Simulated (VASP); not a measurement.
# How a change of volume changes Os

Wanted: the elastic response of Os to a change of volume, with a fit that predicts a row left out.

Method: PBEsol; plane waves and PAW (Os), in the first sound run; inputs show where later runs differ, in VASP 6.6.1.

Report form: the programs' logs are mostly left out.

## Step 1: Set-up

It takes space group P6_3/mmc (No. 194, hexagonal). Conventional cell: a = 2.740 Å, b = 2.740 Å, c = 4.326 Å, α = 90.00°, β = 90.00°, γ = 120.00°. Nearest to Os lie 12 Os at 2.68 to 2.74 Å.

Coordinates:

```
Os
1.0
     2.74000    0.00000    0.00000
    -1.37000    2.37291    0.00000
     0.00000    0.00000    4.32646
Os
2
Direct
  0.00000 0.00000 0.00000
  0.33333 0.66667 0.50000
```

## Step 2: Relax the crystal, PBEsol

The series starts from the cell that this level prefers, so that zero strain is near zero stress.

This step took 2 runs in a row; the last is shown.

Level: PBEsol; plane waves and PAW (Os).

INCAR reads:

```
SYSTEM = Os
PREC = Accurate
ENCUT = 450
EDIFF = 1E-07
NELM = 120
ISMEAR = 1
SIGMA = 0.15
LREAL = .FALSE.
ALGO = Normal
GGA = PS
NBANDS = 14
LASPH = .TRUE.
LORBIT = 11
LWAVE = .FALSE.
LCHARG = .FALSE.
KPAR = 8
IBRION = 2
NSW = 40
ISIF = 3
EDIFFG = -0.005
POTIM = 0.4
```

POSCAR reads:

```
Os
1.0
    2.7301635954      0.0000000000      0.0000000000
   -1.3650817977      2.3643910302      0.0000000000
    0.0000000000      0.0000000000      4.3089513133
Os
2
Direct
    0.0000000000      0.0000000000      0.0000000000
    0.3333333333      0.6666666667      0.5000000000
```

KPOINTS reads:

```
Automatic mesh
0
Gamma
25 25 14
0 0 0
```

The projector-augmented-wave data sets are Os (PBE family, release 64).

Launch:

```
$ mpirun -np 8 vasp_std
```

Run time: 27 s. Hardware: 8 MPI ranks of AMD EPYC 7R43, shared host; peak memory 1.8 GiB.

Numbers from this step:

```
energy(sigma→0) of the program : -24.4831 eV
stress, compression positive   : xx, yy, zz 0.03, 0.03, 0.04 GPa
volume                         : 27.815 Å³
ionic steps                    : 1
```

## Step 3: Relax at fixed volume, PBEsol

One member in full: the volume is scaled by 1.06, and shape and atoms relax at that volume.

Level: PBEsol; plane waves and PAW (Os).

Changes to INCAR since step 2:

```diff
@@ -15,7 +15,7 @@
 LCHARG = .FALSE.
-KPAR = 8
+KPAR = 2
 IBRION = 2
 NSW = 40
-ISIF = 3
-EDIFFG = -0.005
+ISIF = 4
+EDIFFG = -0.004
 POTIM = 0.4
```

POSCAR reads:

```
Os
1.0
    2.7837098092      0.0000000000      0.0000000000
   -1.3918549046      2.4107634116      0.0000000000
    0.0000000000      0.0000000000      4.3934620102
Os
2
Direct
    0.0000000000      0.0000000000      0.0000000000
    0.3333333333      0.6666666667      0.5000000000
```

KPOINTS is that of step 2.

Launch:

```
$ mpirun -np 2 vasp_std
```

It took 1.8 min on 2 MPI ranks; peak memory 0.43 GiB; 3.5 min of CPU time.

This run gave:

```
energy(sigma→0) of the program : -24.3605 eV
stress, compression positive   : xx, yy, zz -22.28, -22.28, -22.28 GPa
ionic steps                    : 3
```

## Step 4: The whole series

The other members went through these steps as far as the tables show, with the same cutoff and, step by step, the same mesh; 9 runs are not shown. The session took 0.78 core hours (wall time by ranks) on a shared machine.

```csv
volume over the relaxed volume,volume (Å³/atom),pressure (GPa),"energy above the unstrained row, extrapolated to no smearing (meV/atom)"
0.940,13.073,31.856,78.233
0.960,13.351,19.981,33.422
0.980,13.629,?,?
0.990,13.768,4.586,1.995
1,13.908,0.033,0.000
1.010,14.047,-4.261,1.844
1.020,14.186,-8.307,7.306
1.040,14.464,-15.712,28.262
1.060,14.742,-22.280,61.330
```

## Step 5: Stress from the known rows

A least-squares cubic through the 8 rows shown, with u the logarithm of the volume ratio: pressure = − 1242 u³ + 1089 u² − 442.2 u + 0.03159 (GPa), r.m.s. residual 0.0010 GPa.

At u = -0.02020 this predicts 9.419 GPa.

## Step 6: The withheld row

The calculation gives 9.419 GPa, so the prediction is right to the last digit shown.

A cubic of the pressure in ln(V/V₀) through all rows has the slope −B at V₀: B = 442 GPa, and its curvature gives B′ = 4.9.

## Step 7: Summary of results

| Quantity | Value |
| --- | --- |
| error of the predicted pressure | 0.000 GPa |
| bulk modulus | 442 GPa |

These are static values: temperature and zero-point motion are left out. In a metal the slopes also depend on mesh and smearing, which were held through the series.

[Lines on the potential files, build, host, timing and source positions are cut from VASP's logs without a mark.]

[Logs are printed without paths, hosts, clocks, repeated set-up lines and the standing remarks that a program may print on its own settings, such as how far it seeks lower states.]

[Hosts, paths, dates, database ids (printed as entryN), source tags and the programs' standing remarks are cut or masked in the printed files.]

[In band tables of VASP the shares of atoms and orbitals are scaled to a sum of 1 inside the atoms' spheres.]
